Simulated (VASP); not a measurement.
Energy against volume of Cs (bcc). These are optB86b-vdW, VASP's PBE PAW potentials (set 64) (plane waves; VASP 6.6.1) values and carry that method's errors. Run with 520 eV cut-off, 9×9×9 Γ-centred mesh, first-order Methfessel-Paxton smearing of 0.10 eV, potentials Cs_sv.

```tsv
V (Å³/atom)	E (eV/atom)
101.449	2.02387
104.587	2.02272
107.724	2.02295
110.862	2.02439
```

Problem. Fit these four points and predict the energy of the run at 98.311 Å³/atom.

Solution. A cubic in V^(−2/3), the third-order Birch-Murnaghan form, passes through the four points with V0 = 105.59 Å³/atom and B0 = 2 GPa, and gives 2.0266 eV/atom there. The run gave 2.0266 eV/atom, -0.0 meV/atom from the fit; all five points give B0 = 2 GPa.

The compound is Cs in the bcc structure. It was relaxed first, which changed the volume by -7 %.
